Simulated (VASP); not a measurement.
These are LDA (Ceperley-Alder, Perdew-Zunger), VASP's LDA PAW potentials (set 64) (plane waves; VASP) values and carry that method's errors.

VASP ran on this input.

### POSCAR
```
BaZrO3
1.0
  4.1598020681   0.0000000000   0.0000000000
  0.0000000000   4.1598020681   0.0000000000
  0.0000000000   0.0000000000   4.1598020681
Ba Zr O
1 1 3
Direct
  0.0000000000   0.0000000000   0.0000000000
  0.5000000000   0.5000000000   0.5000000000
  0.5000000000   0.0000000000   0.5000000000
  0.0000000000   0.5000000000   0.5000000000
  0.5000000000   0.5000000000   0.0000000000
```

### KPOINTS
```
kpoints
0
G
5 5 5
```

**INCAR**
```
ALGO  =  Normal
EDIFF  =  1E-6
EDIFFG  =  -0.02
ENCUT  =  620
IBRION  =  2
ISIF  =  3
ISMEAR  =  0
LASPH  =  T
LCHARG  =  F
LMAXMIX  =  4
LREAL  =  F
LWAVE  =  F
NELM  =  100
NSW  =  40
PREC  =  Accurate
SIGMA  =  0.05
SYSTEM  =  BaZrO3
```

POTCAR, in this order: Ba_sv Zr_sv O (LDA.64 set). Program: vasp_std.

Output of the run:

### OSZICAR
```
       N       E                     dE             d eps       ncg     rms          rms(c)
DAV:   1     0.355416619189E+03    0.35542E+03   -0.24747E+04   480   0.189E+03
DAV:   2    -0.309741178955E+02   -0.38639E+03   -0.38171E+03   624   0.416E+02
DAV:   3    -0.523893104372E+02   -0.21415E+02   -0.21391E+02   760   0.988E+01
DAV:   4    -0.530694516577E+02   -0.68014E+00   -0.68002E+00   688   0.134E+01
DAV:   5    -0.530790903260E+02   -0.96387E-02   -0.96385E-02   696   0.126E+00    0.321E+01
DAV:   6    -0.459093743077E+02    0.71697E+01   -0.45834E+01   592   0.440E+01    0.148E+01
DAV:   7    -0.458112212161E+02    0.98153E-01   -0.36685E+00   672   0.110E+01    0.847E+00
DAV:   8    -0.457541806848E+02    0.57041E-01   -0.33476E-01   688   0.435E+00    0.736E-01
DAV:   9    -0.457500789487E+02    0.41017E-02   -0.55935E-02   656   0.132E+00    0.436E-01
DAV:  10    -0.457500143179E+02    0.64631E-04   -0.13309E-02   688   0.997E-01    0.223E-01
DAV:  11    -0.457497128764E+02    0.30144E-03   -0.21039E-03   648   0.395E-01    0.345E-02
DAV:  12    -0.457497082199E+02    0.46565E-05   -0.10337E-04   664   0.750E-02    0.229E-02
DAV:  13    -0.457497084228E+02   -0.20287E-06   -0.41607E-06   608   0.171E-02
   1 F= -.45749708E+02 E0= -.45749708E+02  d E =-.457497E+02
       N       E                     dE             d eps       ncg     rms          rms(c)
DAV:   1    -0.457527781485E+02   -0.30699E-02   -0.98206E-02   528   0.272E+00    0.629E-01
DAV:   2    -0.457501860311E+02    0.25921E-02   -0.12731E-02   584   0.746E-01    0.233E-01
DAV:   3    -0.457496460395E+02    0.53999E-03   -0.16898E-03   712   0.326E-01    0.537E-02
DAV:   4    -0.457496131024E+02    0.32937E-04   -0.49305E-04   768   0.118E-01    0.446E-02
DAV:   5    -0.457496292171E+02   -0.16115E-04   -0.20218E-05   664   0.275E-02    0.240E-02
DAV:   6    -0.457496414602E+02   -0.12243E-04   -0.31477E-05   760   0.300E-02    0.393E-03
DAV:   7    -0.457496418934E+02   -0.43314E-06   -0.29200E-06   520   0.951E-03
   2 F= -.45749642E+02 E0= -.45749642E+02  d E =0.665294E-04
       N       E                     dE             d eps       ncg     rms          rms(c)
DAV:   1    -0.457508266676E+02   -0.11852E-02   -0.32135E-02   528   0.155E+00    0.359E-01
DAV:   2    -0.457499842929E+02    0.84237E-03   -0.41877E-03   600   0.427E-01    0.133E-01
DAV:   3    -0.457498058479E+02    0.17844E-03   -0.55587E-04   688   0.185E-01    0.310E-02
DAV:   4    -0.457497950106E+02    0.10837E-04   -0.16700E-04   768   0.685E-02    0.251E-02
DAV:   5    -0.457498002225E+02   -0.52119E-05   -0.61673E-06   608   0.155E-02    0.140E-02
DAV:   6    -0.457498043711E+02   -0.41486E-05   -0.10729E-05   728   0.174E-02    0.215E-03
DAV:   7    -0.457498044885E+02   -0.11739E-06   -0.76519E-07   328   0.521E-03
   3 F= -.45749804E+02 E0= -.45749804E+02  d E =-.960658E-04
```

OUTCAR:
```
------------------------ aborting loop because EDIFF is reached ----------------------------------------
  FORCE on cell =-STRESS in cart. coord.  units (eV):
  Direction    XX          YY          ZZ          XY          YZ          ZX
  --------------------------------------------------------------------------------------
  Total       -0.0013767     -0.0013767     -0.0013767      0.0000000     -0.0000000     -0.0000000
  in kB       -0.0306900     -0.0306900     -0.0306900      0.0000000     -0.0000000     -0.0000000
  external PRESSURE =      -0.0306900 kB  Pullay stress =       0.0000000 kB
  volume of cell :       71.87
      direct lattice vectors                 reciprocal lattice vectors
     4.157665190 -0.000000000 -0.000000000     0.240519608  0.000000000  0.000000000
     0.000000000  4.157665190 -0.000000000     0.000000000  0.240519608 -0.000000000
    -0.000000000  0.000000000  4.157665190     0.000000000  0.000000000  0.240519608
 POSITION                                       TOTAL-FORCE (eV/Angst)
 -----------------------------------------------------------------------------------
      0.00000      0.00000      0.00000         0.000000     -0.000000      0.000000
      2.07883      2.07883      2.07883        -0.000000      0.000000      0.000000
      2.07883      0.00000      2.07883        -0.000000      0.000000      0.000000
     -0.00000      2.07883      2.07883        -0.000000      0.000000      0.000000
      2.07883      2.07883     -0.00000         0.000000     -0.000000      0.000000
 -----------------------------------------------------------------------------------
    total drift:                                0.000000      0.000000      0.000000
  FREE ENERGIE OF THE ION-ELECTRON SYSTEM (eV)
  ---------------------------------------------------
  free  energy   TOTEN  =       -45.7498044885 eV

  energy  without entropy=      -45.7498044885  energy(sigma->0) =      -45.74980449

 reached required accuracy - stopping structural energy minimisation
```
(Selected blocks of OUTCAR.)

### CONTCAR
```
BaZrO3
   1.00000000000000
     4.1576651904069122   -0.0000000000000000   -0.0000000000000000
     0.0000000000000000    4.1576651904069122   -0.0000000000000000
    -0.0000000000000000    0.0000000000000000    4.1576651904069122
  Ba              Zr              O
     1     1     3
Direct
     0.0000000000000000    0.0000000000000000    0.0000000000000000
     0.5000000000000000    0.5000000000000000    0.5000000000000000
     0.5000000000000000    0.0000000000000000    0.5000000000000000
     0.0000000000000000    0.5000000000000000    0.5000000000000000
     0.5000000000000000    0.5000000000000000    0.0000000000000000
```

The compound is BaZrO3 in the cubic perovskite structure. This run relaxes it. Symmetry was kept, so distortions that lower it aren't found.
